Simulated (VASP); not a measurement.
```
CoGa
1.0
    2.88000     0.00000     0.00000
    0.00000     2.88000     0.00000
    0.00000     0.00000     2.88000
Ga Co
1 1
Direct
  0.50000   0.50000   0.50000
  0.00000   0.00000   0.00000
```

These are TPSS meta-GGA, VASP's PBE PAW potentials (set 64) (plane waves; VASP) values and carry that method's errors. Numerical set-up: 520 eV cut-off, 11×11×11 Γ-centred mesh, first-order Methfessel-Paxton smearing of 0.10 eV, potentials Ga_d Co.

Energy and stress use the plane-wave basis of the starting cell.

**Question.** The ions, cell shape and volume are relaxed. Give the cell that the relaxation ends in.

**Answer.** 
```
CoGa
1.0
    2.84832     0.00000     0.00000
    0.00000     2.84832     0.00000
    0.00000     0.00000     2.84832
Ga Co
1 1
Cartesian
  1.42416   1.42416   1.42416
  0.00000   0.00000   0.00000
```
Space group Pm-3m (221), at a tolerance of 0.03 Å.

**Question.** How do energy and volume change from the first to the last step?

**Answer.** The energy (σ→0) changes by -7.5 meV/atom and the volume by -3.3 %, in 3 ionic steps.

The compound is CoGa in the CsCl type structure. This run relaxes it. Symmetry was kept, so distortions that lower it aren't found. The run is not spin-polarised, so no magnetic state was tried.
